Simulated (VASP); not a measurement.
Method: PBE GGA, VASP's PBE PAW potentials (set 64) (plane waves; VASP).

VASP input:

POSCAR:
```
LiH
1
    0.0000000000     1.9991872381     1.9991872381
    1.9991872381     0.0000000000     1.9991872381
    1.9991872381     1.9991872381     0.0000000000
Li H
1 1
Direct
  0.0000000000   0.0000000000   0.0000000000
  0.5000000000   0.5000000000   0.5000000000
```

KPOINTS:
```
Automatic mesh
0
G
  10 10 10
```

**INCAR**
```
# general
SYSTEM   =  LiH
PREC     =  Accurate
ENCUT    =  600
LREAL    =  .FALSE.
LASPH    =  .TRUE.

# electronic loop
EDIFF    =  1E-7
NELM     =  100
ALGO     =  Normal

# smearing
ISMEAR   =  0
SIGMA    =  0.05

# functional
GGA      =  PE

# ions
IBRION   =  2
NSW      =  40
ISIF     =  3
EDIFFG   =  -0.01
PSTRESS  =  100

# output
LWAVE    =  .FALSE.
LCHARG   =  .FALSE.
```

POTCAR, in this order: Li_sv H (PBE.64 set). Program: vasp_std.

What will the output report for the number of irreducible k-points (NKPTS), number of bands (NBANDS), largest plane-wave count, number of space-group operations, FFT grid (NGX, NGY, NGZ)?

```json
{
 "number of irreducible k-points (NKPTS)": "47",
 "number of bands (NBANDS)": "6",
 "largest_plane_wave_count": "548",
 "number_of_space_group_operations": "48",
 "FFT grid (NGX, NGY, NGZ)": "24 × 24 × 24"
}
```

The compound is LiH in the rock salt structure. This run relaxes it under an external pressure of 10 GPa. Symmetry was kept, so distortions that lower it aren't found.
